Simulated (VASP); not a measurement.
Level of theory: PBE GGA with D4 dispersion, VASP's PBE PAW potentials (set 64) (plane waves; VASP).

A VASP calculation is set up with these files.

File POSCAR:
```
Ni3Fe
3.5101390
  1.0000001210   0.0000000000   0.0000000000
  0.0000000000   1.0000001210   0.0000000000
  0.0000000000   0.0000000000   1.0000001210
Fe Ni
1 3
Direct
  0.0000000000   0.0000000000   0.0000000000
  0.0000000000   0.5000000000   0.5000000000
  0.5000000000   0.0000000000   0.5000000000
  0.5000000000   0.5000000000   0.0000000000
```

KPOINTS:
```
Automatic mesh
0
Gamma
9 9 9
0 0 0
```

### INCAR
```
LREAL=.FALSE.   ! projection in real space or not
LWAVE=.FALSE.
NELM=100   ! most electronic steps
ISPIN=2
GGA=PE   ! PBE
PREC=Accurate
LCHARG=.FALSE.
ISIF=2   ! forces and stress, cell fixed
SYSTEM=Ni3Fe
EDIFF=1E-7
ALGO=Normal   ! blocked Davidson
LORBIT=10
LMAXMIX=4
IVDW=13
ISMEAR=1   ! Methfessel-Paxton
MAGMOM=2.9 3*0.6
SIGMA=0.1
LASPH=.TRUE.   ! aspherical one-centre terms
ENCUT=520
```

POTCAR, in this order: Fe Ni (PBE.64 set). Program: vasp_std.

The run wrote:

OSZICAR:
```
       N       E                     dE             d eps       ncg     rms          rms(c)
DAV:   1     0.242952118389E+03    0.24295E+03   -0.17319E+04  3596   0.214E+03
DAV:   2    -0.151870577441E+02   -0.25814E+03   -0.24952E+03  3540   0.374E+02
DAV:   3    -0.289316618932E+02   -0.13745E+02   -0.12970E+02  3615   0.119E+02
DAV:   4    -0.291418360472E+02   -0.21017E+00   -0.20864E+00  3758   0.149E+01
DAV:   5    -0.291473641807E+02   -0.55281E-02   -0.55275E-02  4884   0.204E+00    0.211E+01
DAV:   6    -0.263006401469E+02    0.28467E+01   -0.40428E+01  3625   0.100E+02    0.197E+01
DAV:   7    -0.293360876961E+02   -0.30354E+01   -0.22876E+01  4193   0.123E+02    0.266E+01
DAV:   8    -0.248641001049E+02    0.44720E+01   -0.16931E+01  4314   0.579E+01    0.568E+00
DAV:   9    -0.250011189698E+02   -0.13702E+00   -0.68652E-01  3913   0.105E+01    0.335E+00
DAV:  10    -0.249717323509E+02    0.29387E-01   -0.11960E-01  4962   0.859E+00    0.156E+00
DAV:  11    -0.249673047453E+02    0.44276E-02   -0.36500E-02  5246   0.278E+00    0.106E+00
DAV:  12    -0.249696064657E+02   -0.23017E-02   -0.70022E-03  4316   0.209E+00    0.292E-01
DAV:  13    -0.249697230534E+02   -0.11659E-03   -0.20024E-03  4900   0.663E-01    0.949E-02
DAV:  14    -0.249697866368E+02   -0.63583E-04   -0.20907E-04  4038   0.159E-01    0.109E-01
DAV:  15    -0.249697839674E+02    0.26694E-05   -0.98256E-05  4278   0.290E-01    0.171E-02
DAV:  16    -0.249697840579E+02   -0.90494E-07   -0.18252E-05  4322   0.458E-02    0.166E-02
DAV:  17    -0.249697840598E+02   -0.19063E-08   -0.14926E-06  4530   0.282E-02    0.402E-03
DAV:  18    -0.249697838150E+02    0.24474E-06   -0.37284E-07  2923   0.914E-03    0.297E-03
DAV:  19    -0.249697838383E+02   -0.23242E-07   -0.11282E-07  1825   0.514E-03
   1 F= -.26707526E+02 E0= -.26706873E+02  d E =-.195841E-02  mag=     4.5946
```

OUTCAR:
```
------------------------ aborting loop because EDIFF is reached ----------------------------------------
  Edisp (eV):   -1.73774
  FORCE on cell =-STRESS in cart. coord.  units (eV):
  Direction    XX          YY          ZZ          XY          YZ          ZX
  --------------------------------------------------------------------------------------
  Total      -0.12527    -0.12527    -0.12527     0.00000     0.00000    -0.00000
  in kB      -4.64072    -4.64072    -4.64072     0.00000     0.00000    -0.00000
  external pressure =       -4.64 kB  Pullay stress =        0.00 kB
  volume of cell :       43.25
      direct lattice vectors                 reciprocal lattice vectors
     3.510139425  0.000000000  0.000000000     0.284888968  0.000000000  0.000000000
     0.000000000  3.510139425  0.000000000     0.000000000  0.284888968  0.000000000
     0.000000000  0.000000000  3.510139425     0.000000000  0.000000000  0.284888968
 POSITION                                       TOTAL-FORCE (eV/Angst)
 -----------------------------------------------------------------------------------
      0.00000      0.00000      0.00000         0.000000      0.000000      0.000000
      0.00000      1.75507      1.75507         0.000000      0.000000      0.000000
      1.75507      0.00000      1.75507         0.000000      0.000000      0.000000
      1.75507      1.75507      0.00000         0.000000      0.000000      0.000000
 -----------------------------------------------------------------------------------
    total drift:                                0.000000      0.000000      0.000000
  FREE ENERGIE OF THE ION-ELECTRON SYSTEM (eV)
  ---------------------------------------------------
  free  energy   TOTEN  =       -26.7075261112 eV

  energy  without entropy=      -26.7055677019  energy(sigma->0) =      -26.70687331

 total charge

# of ion       s       p       d       tot
------------------------------------------
    1        0.485   0.524   6.139   7.148
    2        0.515   0.534   8.342   9.391
    3        0.515   0.534   8.342   9.391
    4        0.515   0.534   8.342   9.391
--------------------------------------------------
tot          2.031   2.126  31.163  35.320

 magnetization (x)

# of ion       s       p       d       tot
------------------------------------------
    1        0.011  -0.001   2.842   2.852
    2       -0.016  -0.045   0.649   0.587
    3       -0.016  -0.045   0.649   0.587
    4       -0.016  -0.045   0.649   0.587
--------------------------------------------------
tot         -0.037  -0.137   4.788   4.614
```
(Selected blocks of OUTCAR.)

### OUTCAR
```
 val. band max:        8.9769242132   @ k =   0.4444   0.4444   0.1111

 cond. band min:       8.9854215908   @ k =   0.4444   0.3333   0.2222


 Fermi energy:         8.9825495597

 spin component 1

 k-point     1 :       0.0000    0.0000    0.0000
  band No.  band energies     occupation
      1      -0.2991      1.00000
      2       3.5237      1.00000
      3       3.5237      1.00000
      4       4.1865      1.00000
      5       4.2884      1.00000
      6       4.2884      1.00000
      7       4.2884      1.00000
      8       6.2317      1.00000
      9       6.2317      1.00000
     10       6.2317      1.00000
     11       7.3045      1.00000
     12       7.3045      1.00000
     13       8.1528      1.00000
     14       8.1528      1.00000
     15       8.1931      1.00000
     16       8.2970      1.00000
     17       8.2970      1.00000
     18       8.2970      1.00000
     19       8.3873      1.00000
     20       8.3873      1.00000
     21       8.3873      1.00000
     22      11.2420      0.00000
     23      11.2420      0.00000
     24      11.2420      0.00000
     25      18.0889      0.00000

 k-point     2 :       0.1111    0.0000    0.0000
  band No.  band energies     occupation
      1      -0.1359      1.00000
      2       3.5765      1.00000
      3       3.6017      1.00000
      4       4.2477      1.00000
      5       4.3384      1.00000
      6       4.3463      1.00000
      7       4.3463      1.00000
      8       6.1717      1.00000
      9       6.2766      1.00000
     10       6.2766      1.00000
     11       7.2423      1.00000
     12       7.3234      1.00000
     13       7.9670      1.00000
     14       7.9670      1.00000
     15       8.0781      1.00000
     16       8.1064      1.00000
     17       8.1518      1.00000
     18       8.2667      1.00000
     19       8.2667      1.00000
     20       8.2970      1.00000
     21       8.3875      1.00000
...
```

The compound is Ni3Fe in the L1_2 structure. It was relaxed first.
